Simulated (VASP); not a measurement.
Input of a VASP 6.6.1 run:

Contents of INCAR:

```
PREC     = Accurate       # precision mode
ENCUT    = 520            # plane-wave cutoff, eV
EDIFF    = 1E-6           # SCF threshold, eV
ISMEAR   = -1             # smearing method
SIGMA    = 0.05           # smearing width, eV
LREAL    = False          # projectors in reciprocal space
LASPH    = True           # aspherical terms in the spheres
NELM     = 80             # most SCF steps
ALGO     = Fast           # electronic algorithm
ISIF     = 2              # what is computed and relaxed
LWAVE    = False          # write WAVECAR
LCHARG   = True           # write CHGCAR
GGA      = PE             # functional
LVHAR    = True         
KPAR     = 4
```

Contents of KPOINTS:

```
regular mesh
0
Gamma
  7 7 5
```

The input POSCAR:

```
HPbNO4
1.0
    4.2040700000      0.0000000000      0.0000000000
    2.0217200000      3.8395200000      0.0000000000
    2.0468600000      1.2790000000      6.2813200000
H Pb N O
1 1 1 4
Direct
    0.8914500000      0.6820200000      0.6279600000
    0.1442600000      0.9287200000      0.8835200000
    0.2567000000      0.2886100000      0.3017100000
    0.8310800000      0.6505600000      0.7840500000
    0.3869400000      0.2238000000      0.1129500000
    0.3110400000      0.0357600000      0.4585600000
    0.0772600000      0.6063300000      0.3227500000
```

Potentials or basis: VASP PAW PBE potentials, release 64 (H, Pb_d, N, O).

The run is started by

```console
$ cat potpaw_PBE.64/H/POTCAR potpaw_PBE.64/Pb_d/POTCAR potpaw_PBE.64/N/POTCAR potpaw_PBE.64/O/POTCAR > POTCAR
$ mpirun -np 4 vasp_std > vasp.out
```

(1) What does it give for the pressure?

(2) Estimate the band gap on the k mesh.

Results:

(1) 0.6 GPa.

(2) 2.79 eV, indirect (least direct gap 2.81 eV).

Caveat: the standard files for N, O and F lose accuracy on very short bonds; spin-orbit coupling is left out, which as a rule narrows the gap of such compounds by several tenths of an eV; an odd mesh through Γ misses points on the zone boundary, where band edges often lie.
